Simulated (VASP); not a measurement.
Here is a VASP 6.6.1 calculation.

File INCAR:

```
SYSTEM = Mo
PREC     = Accurate       ! precision mode
ENCUT    = 520            ! plane-wave cutoff, eV
EDIFF    = 1E-7           ! SCF threshold, eV
ISMEAR   = 0              ! smearing method
SIGMA    = 0.1            ! smearing width, eV
LREAL    = .False.        ! projectors in reciprocal space
LASPH    = .True.         ! aspherical terms in the spheres
NELM     = 100            ! most SCF steps
ALGO     = Normal         ! electronic algorithm
ISIF     = 3              ! what is computed and relaxed
LWAVE    = .False.        ! write WAVECAR
LCHARG   = .False.        ! write CHGCAR
METAGGA  = R2SCAN         ! meta-GGA
LMIXTAU  = .True.       
IBRION   = 2              ! ionic algorithm
NSW      = 80             ! ionic steps
EDIFFG   = -0.002         ! ionic threshold
```

File KPOINTS:

```
regular mesh
0
Gamma
  18 18 18
  0 0 0
```

POSCAR

```
Mo                                      
1.0
   -1.5774148893      1.5774148893      1.5774148893
    1.5774148893     -1.5774148893      1.5774148893
    1.5774148893      1.5774148893     -1.5774148893
  Mo            
     1
Direct
     0.0000000000000000    0.0000000000000000    0.0000000000000000
```

Potentials or basis: VASP PAW PBE potentials, release 64 (Mo_sv).

Command:

```bash
$ cat potpaw_PBE.64/Mo_sv/POTCAR > POTCAR
$ mpirun -np 1 vasp_std > vasp.out
```

Q: What does it give for the band gap on the k mesh?

A: None (metal or under the smearing width).

Final structure:
```xyz
1
Lattice="-1.5774 1.5774 1.5774 1.5774 -1.5774 1.5774 1.5774 1.5774 -1.5774" Properties=species:S:1:pos:R:3 pbc="T T T"
Mo    0.0000    0.0000    0.0000
```

Caveat: the relaxation stopped at its first step, so nothing moved.
